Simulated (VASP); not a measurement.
Given:

```
CELL_PARAMETERS angstrom
      0.00000     1.81221     1.81221
      1.81221     0.00000     1.81221
      1.81221     1.81221     0.00000
ATOMIC_POSITIONS crystal
  Rh 0.00000 0.00000 0.00000
```

These are LDA (Ceperley-Alder, Perdew-Zunger), VASP's LDA PAW potentials (set 64) (plane waves; VASP) values and carry that method's errors. Numerical set-up: 500 eV cut-off, 17×17×17 Γ-centred mesh, first-order Methfessel-Paxton smearing of 0.10 eV, potentials Rh_pv.

Estimate the energy per atom (σ→0), pressure, band gap (on the k-mesh) with the smallest direct gap where there is one.

```json
{
  "band gap (on the k-mesh)": "none (metal, semimetal or under 0.01 eV)",
  "energy per atom (σ→0)": "-8.516 eV/atom",
  "pressure": "44.81 GPa"
}
```

The compound is Rh in the fcc structure. It was relaxed first under an external pressure of 45 GPa.
